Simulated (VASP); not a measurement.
Crystal: Rh.

```
Rh
1.0
     0.00000    1.89785    1.89785
     1.89785    0.00000    1.89785
     1.89785    1.89785    0.00000
Rh
1
Direct
  0.00000 0.00000 0.00000
```

| Property | Result |
| --- | --- |
| Program | VASP 6.6.1 |
| Task | relaxation of cell and atoms |
| Functional | PBE |
| Potentials or basis | VASP PAW PBE potentials, release 64 (Rh_pv) |
| Cutoff | 520 eV |
| k mesh | 18 × 18 × 18 |
| Occupations | methfessel-paxton, width 0.2 eV |
| Spin | no spin polarisation |

At the start: pressure 7.4 GPa; volume 13.67 Å³/atom.

Q: How do energy, volume and symmetry change on relaxing?

A: Over 4 steps the energy falls by 8.4 meV/atom and the volume is 14.04 Å³/atom (+2.7 %); space group Fm-3m (No. 225, to 0.05 Å).

Step by step:
```
step  energy change (eV)  largest force (eV/Å)  pressure (GPa)  volume (Å³)
   1              0.0000                0.0000            7.42        13.67
   2              0.0339                0.0000          -13.79        14.96
   3             -0.0083                0.0000           -0.15        14.05
   4             -0.0084                0.0000           -0.02        14.04
```

Final structure:
```xyz
1
Lattice="0.0000 1.9150 1.9150 1.9150 0.0000 1.9150 1.9150 1.9150 0.0000" Properties=species:S:1:pos:R:3 pbc="T T T"
Rh    0.0000    0.0000    0.0000
```
